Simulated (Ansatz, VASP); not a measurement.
## VRu3 (1 ML V on Ru(0001), fcc site, 3 substrate layers): VASP beside Ansatz

Aim: how closely do two programs agree when they are given the same cell, functional and k mesh?

Program: Ansatz 0.2.0. Level of theory: plane waves, with VASP 6.6.1 beside it; single point at LDA, DFT+U. Results are calculated unless marked as measured.

### 1. The structure

The cell holds 4 atoms: 3 Ru and 1 V. Its edges and angles: a = 2.706 Å, b = 2.706 Å, c = 20.475 Å, α = 90.0°, β = 90.0°, γ = 120.0°. Pseudomorphic film on the measured substrate lattice, hard-sphere layer spacings, unrelaxed. Vacuum lies along c.

### 2. Ansatz: single point, LDA, DFT+U

Ansatz runs on its default PAW (the set named soft_2) files.

With cell and atoms fixed, the geometry can't cause a difference; cores, projectors, grids and the points listed under the comparison can.

input.yaml reads:

```yaml
crystal:
  lattice:
    - [2.7058, 0.0, 0.0]
    - [-1.3529, 2.343292, 0.0]
    - [0.0, 0.0, 20.475358]
  atoms:
    - { symbol: Ru, position: [0.0, 0.0, 0.341874] }
    - { symbol: Ru, position: [0.666667, 0.333333, 0.446437] }
    - { symbol: Ru, position: [0.0, 0.0, 0.550999] }
    - { symbol: V, position: [0.333333, 0.666667, 0.658126], spin: 2.0 }
hamiltonian:
  xc: lda
  pseudopotentials: { kind: paw }
  hubbard: { sites: [{ species: V, l: d, u_eff: 6.0 }] }
magnetization:
  spin_polarized: true
kpoints:
  mp_grid: { grid: [11, 11, 1] }
scf:
  occupations: { method: gaussian, width: 0.1 }
  n_extra_bands: 8
output:
  forces: true
  eigenvalues: true
```

The run is started by

```
> ansatz run input.yaml --threads 2 --pin off --max-ram 4608MiB --backend cpu --events-out ev --progress --plain --runs-dir out
```

Numbers of over 12 decimals in the logs are rounded to 6 here.

What it wrote:

```text
Warning: the atoms were moved onto the symmetric positions of the space group found under crystal.symmetry.tolerance 1.0e-5 (fractional; no operation is sought that the atoms, as they stand in a round, miss by more than twice it, and no atom is moved by as much as it), and the run uses the moved positions. Before a round's move an operation carried an atom to 2.71e-6 Å from where it should land, the largest such dist [...]
Ru: projections on atomic orbitals take those of the free atom [Ar 3d10] 4s2 4p6 4d7 5s1, of charge +0.00 (hamiltonian.pseudopotentials.projection_atoms); the dataset's partial waves leave at most 8.1e-6 of an orbital's norm unspanned inside its sphere
V: projections on atomic orbitals take those of the free atom [Ne] 3s2 3p6 3d3 4s2, of charge +0.00 (hamiltonian.pseudopotentials.projection_atoms); the dataset's partial waves leave at most 5.8e-7 of an orbital's norm unspanned inside its sphere
scf.n_extra_bands = 8 over 31 filled bands (N_el = 61.0): the run solves 39 bands
Engine: ansatz 0.2.0, aarch64-unknown-linux-gnu
Pseudopotentials: kind: paw
Pseudopotential: Ru, paw, valence charge 16, recommended cutoff 420 eV (normal), Ru.paw.azcp
Pseudopotential: V, paw, valence charge 13, recommended cutoff 420 eV (normal), V.paw.azcp
Functional definition: SPW92
  exchange = slater_x
  correlation = pw_c
Crystal: 4 atoms, lattice volume = 129.824 Å³
Basis set: ecut = 420 eV, 2571 PW (Γ)
Bands: 39, of which v1, the nominal top of the filled ones, is band 31 counted from 1 (30 counted from 0)
Symmetry: 6 space group operations
Space group: P3m1 (ITA 156), of the structure as read, at distance tolerance 5.1e-5 Å
Magnetic group: BNS 156.49 (UNI 1279), of the structure as read, at distance tolerance 5.1e-5 Å
k-points: 16 of 121 (time reversal used)
Non-local potential: Ru, projectors of the file, l = 0: 3, l = 1: 2, l = 2: 2, l = 3: 1
Non-local potential: V, projectors of the file, l = 0: 3, l = 1: 2, l = 2: 3, l = 3: 1
PAW form: soft (Blöchl's): semilocal exchange-correlation on the pseudo side does not see the compensation charge
PAW frozen core: Ru, regenerated for the run's functional, and the local potential with it (the file was generated under x = pbe(κ = 0.804, μ = 0.219515), c = pbe(β = 0.066725))
PAW frozen core: V, regenerated for the run's functional, and the local potential with it (the file was generated under x = pbe(κ = 0.804, μ = 0.219515), c = pbe(β = 0.066725))
PAW one-centre angular grid: Ru, 590 points (default); XC on 64 Gauss nodes
PAW one-centre angular grid: V, 590 points (default); XC on 64 Gauss nodes
Initial density: superposition of atomic densities (neutral atoms: chi_scale 0, normalization atom)
Starting moments: Σ|m| = 2 μB on 1 of 4 sites
Initial wavefunctions: pseudopotential atomic-orbital guess
Functional: x = slater, c = lda
SCF iter   1: F=—  HF=-20130.428012 eV  |F-HF|=—  |Δ(HF+E_count)|=         —  Δρ=6.87e-2 (↑6.87e-2 ↓4.70e-2)  dr2=9.44e1  dr2_m=7.62e-1  M=3.154 μB ∫|m|=3.469 μB  β_m=1.00  ethr=3.10e-3  ⟨swp⟩=8.0  Hψ=5604  notcnv=0
preconditioner: auto → none  [metal: Δε(μ)=0.004 eV  Ē_g=5.148 eV  σ=0.100 eV  W_gap=0.03  n_scr=14 (ndim 8)  ℏωp=17.6 eV  f_vac=0.497  D(μ)=4.78/eV (n_scr^D=16)  sad-step TF]
SCF iter   2: F=—  HF=-20128.306655 eV  |F-HF|=—  |Δ(HF+E_count)|=    2.12e0  Δρ=3.41e-2 (↑3.41e-2 ↓2.00e-2)  dr2=6.60e0  dr2_m=2.33e-1  M=3.083 μB ∫|m|=3.416 μB  β_m=0.30  ethr=3.10e-3  ⟨swp⟩=2.8  Hψ=2672  notcnv=0  defer=64
SCF iter   3: F=—  HF=-20141.578085 eV  |F-HF|=—  |Δ(HF+E_count)|=    1.33e1  Δρ=1.13e-1 (↑1.13e-1 ↓1.03e-1)  dr2=1.11e3  dr2_m=1.34e-1  M=2.742 μB ∫|m|=2.896 μB  β_m=1.00  ethr=3.10e-3  ⟨swp⟩=4.3  Hψ=4076  notcnv=0  defer=40
SCF iter   4: F=—  HF=-20133.105392 eV  |F-HF|=—  |Δ(HF+E_count)|=    8.47e0  Δρ=8.05e-2 (↑8.05e-2 ↓7.49e-2)  dr2=4.62e2  dr2_m=2.33e-1  M=2.460 μB ∫|m|=2.963 μB  β_m=1.00  ethr=3.10e-3  ⟨swp⟩=3.8  Hψ=2620  notcnv=0  defer=54
SCF iter   5: F=—  HF=-20130.007304 eV  |F-HF|=—  |Δ(HF+E_count)|=    3.10e0  Δρ=5.09e-2 (↑5.09e-2 ↓5.01e-2)  dr2=8.76e1  dr2_m=3.57e-2  M=2.649 μB ∫|m|=3.007 μB  β_m=0.30  ethr=3.10e-3  ⟨swp⟩=3.5  Hψ=2629  notcnv=0  defer=63
SCF iter   6: F=—  HF=-20129.470310 eV  |F-HF|=—  |Δ(HF+E_count)|=   5.37e-1  Δρ=4.84e-2 (↑4.56e-2 ↓4.84e-2)  dr2=4.81e1  dr2_m=3.29e-1  M=3.404 μB ∫|m|=3.715 μB  β_m=1.00  ethr=3.10e-3  ⟨swp⟩=3.3  Hψ=2736  notcnv=0  defer=64
SCF iter   7: F=—  HF=-20127.576541 eV  |F-HF|=—  |Δ(HF+E_count)|=    1.89e0  Δρ=7.89e-3 (↑7.89e-3 ↓7.86e-3)  dr2=4.55e-1  dr2_m=2.54e-2  M=3.524 μB ∫|m|=4.027 μB  β_m=1.00  ethr=3.10e-3  ⟨swp⟩=2.4  Hψ=2093  notcnv=0  defer=59
SCF iter   8: F=—  HF=-20127.619340 eV  |F-HF|=—  |Δ(HF+E_count)|=   4.28e-2  Δρ=4.94e-3 (↑4.94e-3 ↓3.93e-3)  dr2=1.97e-1  dr2_m=5.00e-3  M=3.573 μB ∫|m|=4.198 μB  β_m=0.30  ethr=7.45e-4  ⟨swp⟩=2.7  Hψ=1982  notcnv=0  defer=60
Mixer restart at iter 8: flushing history
spin-set hold released at iteration 8 (site moments contracting): the magnetisation degrees of freedom join the quasi-Newton model from the next iteration; the mixer history was flushed
SCF iter   9: F=—  HF=-20128.197957 eV  |F-HF|=—  |Δ(HF+E_count)|=   5.79e-1  Δρ=2.40e-2 (↑2.40e-2 ↓2.03e-2)  dr2=3.19e1  dr2_m=3.76e-2  M=3.493 μB ∫|m|=4.067 μB  β_m=0.05  ethr=3.23e-4  ⟨swp⟩=2.7  Hψ=2081  notcnv=0  defer=60  recentre
[...]
SCF 1 converged in 63 iterations: F = -20128.062100 eV  dr2 = 3.28e-11
  greatest PAW one-centre occupation: 1.000 electrons in one spin orbital (limit 2), on the Ru atom at site 2 (counted from 0), in its partial waves of l = 0
Symmetry: 2 space group operations
k-points: 36 of 121 (time reversal used)
Initial density: read from a saved state, or passed on in memory by an earlier SCF of this step, an earlier step, the calling program or the single point that the run made first
Starting moments: Σ|m| = 2 μB on 1 of 4 sites; this step starts from the density that it was given
Initial wavefunctions: those read from a saved state, or passed on in memory by an earlier step or the calling program
[...]
preconditioner: auto → none  [metal: Δε(μ)=0.011 eV  Ē_g=5.528 eV  σ=0.100 eV  W_gap=0.06  n_scr=14 (ndim 8)  ℏωp=17.6 eV  f_vac=0.509  D(μ)=4.21/eV (n_scr^D=14)]
[...]
this SCF's setup event announced max_iter 4: a cap that the engine derives, which gives way to 137 iterations because this look along open shells stands lower than the state that it set out from. From here on the SCF can send more iterations than it announced.
[...]
SCF iter   9: F=-20128.095930 eV  HF=-20128.095930 eV  |F-HF|=2.32e-9  |Δ(HF+E_count)|=  7.28e-12  Δρ=2.69e-7 (↑2.69e-7 ↓2.24e-7)  dr2=2.40e-9  dr2_m=5.88e-12  M=3.524 μB ∫|m|=4.030 μB  ethr=3.80e-12  ⟨swp⟩=1.2  Hψ=7938  notcnv=0
SCF 2 converged in 9 iterations: F = -20128.095930 eV  dr2 = 2.40e-9
iter 1 solved again at ethr=3.96e-12 eV; its pass at ethr=3.10e-3 eV (dr2=2.41e-9 eV) is discarded
SCF iter   1: F=—  HF=-20128.095930 eV  |F-HF|=—  |Δ(HF+E_count)|=         —  Δρ=2.68e-7 (↑2.68e-7 ↓2.22e-7)  dr2=2.39e-9  dr2_m=5.70e-12  M=3.524 μB ∫|m|=4.030 μB  β_m=0.30  ethr=3.96e-12  ⟨swp⟩=2.9  Hψ=11364  notcnv=0
preconditioner: auto → none  [metal: Δε(μ)=0.026 eV  Ē_g=5.535 eV  σ=0.100 eV  W_gap=0.14  n_scr=14 (ndim 8)  ℏωp=17.6 eV  f_vac=0.508  D(μ)=3.97/eV (n_scr^D=14)]
SCF iter   2: F=—  HF=-20128.095930 eV  |F-HF|=—  |Δ(HF+E_count)|=   1.15e-8  Δρ=3.94e-6 (↑3.94e-6 ↓2.81e-6)  dr2=8.97e-7  dr2_m=1.22e-9  M=3.524 μB ∫|m|=4.030 μB  β_m=0.16  ethr=3.92e-12  ⟨swp⟩=6.4  Hψ=7497  notcnv=0  recentre
SCF iter   3: F=-20128.095930 eV  HF=-20128.095930 eV  |F-HF|=1.37e-8  |Δ(HF+E_count)|=   1.14e-8  Δρ=5.09e-7 (↑5.09e-7 ↓4.97e-7)  dr2=1.39e-8  dr2_m=7.35e-12  M=3.524 μB ∫|m|=4.030 μB  ethr=3.92e-12  ⟨swp⟩=1.0  Hψ=6936  notcnv=0
SCF 3 converged in 3 iterations: F = -20128.095930 eV  dr2 = 1.39e-8
Symmetry: 1 space group operations
k-points: 61 of 121 (time reversal used)
iter 1 solved again at ethr=2.28e-11 eV; its pass at ethr=1.64e-6 eV (dr2=1.39e-8 eV) is discarded
SCF iter   1: F=—  HF=-20128.095930 eV  |F-HF|=—  |Δ(HF+E_count)|=         —  Δρ=5.10e-7 (↑5.10e-7 ↓4.97e-7)  dr2=1.39e-8  dr2_m=7.32e-12  M=3.524 μB ∫|m|=4.030 μB  ethr=2.28e-11  ⟨swp⟩=1.0  Hψ=21721  notcnv=0
SCF iter   2: F=—  HF=-20128.095601 eV  |F-HF|=—  |Δ(HF+E_count)|=   3.28e-4  Δρ=6.25e-4 (↑6.25e-4 ↓2.95e-4)  dr2=1.14e-2  dr2_m=8.07e-5  M=3.529 μB ∫|m|=4.033 μB  ethr=1.64e-6  ⟨swp⟩=1.0  Hψ=18300  notcnv=0
SCF iter   3: F=—  HF=-20128.095699 eV  |F-HF|=—  |Δ(HF+E_count)|=   9.79e-5  Δρ=2.85e-4 (↑2.85e-4 ↓2.60e-4)  dr2=4.43e-3  dr2_m=3.32e-6  M=3.525 μB ∫|m|=4.029 μB  ethr=1.64e-6  ⟨swp⟩=1.0  Hψ=12219  notcnv=0
SCF iter   4: F=—  HF=-20128.095929 eV  |F-HF|=—  |Δ(HF+E_count)|=   2.30e-4  Δρ=1.45e-5 (↑1.45e-5 ↓1.22e-5)  dr2=5.23e-6  dr2_m=2.00e-8  M=3.524 μB ∫|m|=4.030 μB  ethr=1.64e-6  ⟨swp⟩=1.0  Hψ=10004  notcnv=0
an SCF along what the orbitals of the run's state read of its open shells (or to have them read: on a GPU, or by another smearing), with 5 of the crystal's symmetry operations given up (61 k-points in place of 16), reached no lower state that the run goes on to. This is no proof of a minimum
SCF converged after 3 iterations
Stability not told: the SCF's own minimisation came to no verdict on its close; the lowest value that the minimisation read is 4.4e-2 (residual 2.4e-3): no lower mode is shown, and none is ruled out
Magnetization: 3.5241 μB (32.2620 up, 28.7380 down)
Absolute magnetization: 4.0300 μB (∫|ρ↑−ρ↓|, with the PAW one-centre terms)
Spin contamination: 0.3412 ħ² per cell (⟨S²⟩ above its minimum at these occupations)
Per-site moments (μB) at R_I (Å): [(0.074803, 1.093256), (0.031675, 1.093249), (-0.241886, 1.093249), (2.977966, 1.110823)]
Free energy (F): -20128.095930 eV
Harris-Foulkes:  -20128.095930 eV  (|F-HF|=1.37e-8)
Internal energy: -20128.076103 eV  (E = F + TS)
E sigma→0 (E₀):  -20128.086016 eV
Entropy (-TS):   -0.019826 eV (-4.957 meV/atom)
Fermi energy:    6.450263 eV
--- Per-component energies (eV) ---
  E_band       = -1242.004547
  E_kinetic    = 1877.461917
  E_local      = -69280.202193  (includes V_loc(G=0)·N_el)
  E_nonlocal   = 1014.519052
  E_hartree    = 33455.337525
  E_xc         = -693.540901
  E_vxc        = -875.943815  (∫ρ·V_xc dr)
  E_hubbard    = 2.005856  (on-site DFT+U / exact-exchange correction)
  E_vhub       = -7.433266  (the Hubbard potential's part of the band-sum identity)
  E_paw        = -11091.359276  (= ΣΔE_a)
  E_vpaw       = -881.071267  (= ΣTr[D̂ρ^β])
  E_aug_tail   = -0.000458  (compensation charges beyond the density's cutoff)
  E_ewald      = 24585.641170
  E_core_change = 2.061205  (= ΣΔE_core)
  E_smearing   = -0.019826  (= −TS)
  E_closure    = -0.000000  (closes the sum)
  Σ components = -20128.095930   (vs F -20128.095930, Δ=0.00e0)
--- Forces (eV/Å), atoms counted from 1 ---
  atom   1  Ru     0.00000000    -0.00932269     1.51222315
  atom   2  Ru    -0.00000000    -0.00798345    -0.68467940
  atom   3  Ru    -0.00000000    -0.08895770    -1.53214582
  atom   4  V      0.00000000     0.10626592     0.70482877
  max |Σ_I F_I| component: 2.27e-4 eV/Å
--- Band table (eV; the first three rows and the last of 72) ---
  k-point 0 ↑: bands = [... 27 lower, 4.2092, 4.2914, 4.4949, 4.6427, 5.4310, 5.6449, 5.9212, 5.9216, ... 4 higher]
  k-point 1 ↑: bands = [... 27 lower, 4.1855, 4.4786, 4.6086, 4.6765, 5.3832, 5.5136, 5.7281, 5.9014, ... 4 higher]
  k-point 2 ↑: bands = [... 27 lower, 4.4140, 4.5563, 4.6445, 4.8928, 4.9587, 5.6228, 5.6707, 6.0171, ... 4 higher]
  k-point 35 ↓: bands = [... 27 lower, 5.6753, 6.6364, 7.1844, 7.8653, 8.2219, 9.4117, 9.6823, 9.9182, ... 4 higher]
Occupation matrices written to <dir>
```

Wall time 8 min (2 threads of Arm Neoverse N1, shared host); peak memory 1.6 GiB.

In the SCF lines HF is the Harris–Foulkes energy and dr2 the Hartree energy of the density residual, in eV; the loop may stop once dr2 is under the threshold and the program's other checks hold. Hψ counts applications of the Hamiltonian.

(Continued in part 2 of 2.)

[Lines on the potential files, build, host, timing and source positions are cut from VASP's logs without a mark.]

[Logs are printed without paths, hosts, clocks, repeated set-up lines and the standing remarks that a program may print on its own settings, such as how far it seeks lower states.]

[Hosts, paths, dates, database ids (printed as entryN), source tags and the programs' standing remarks are cut or masked in the printed files.]
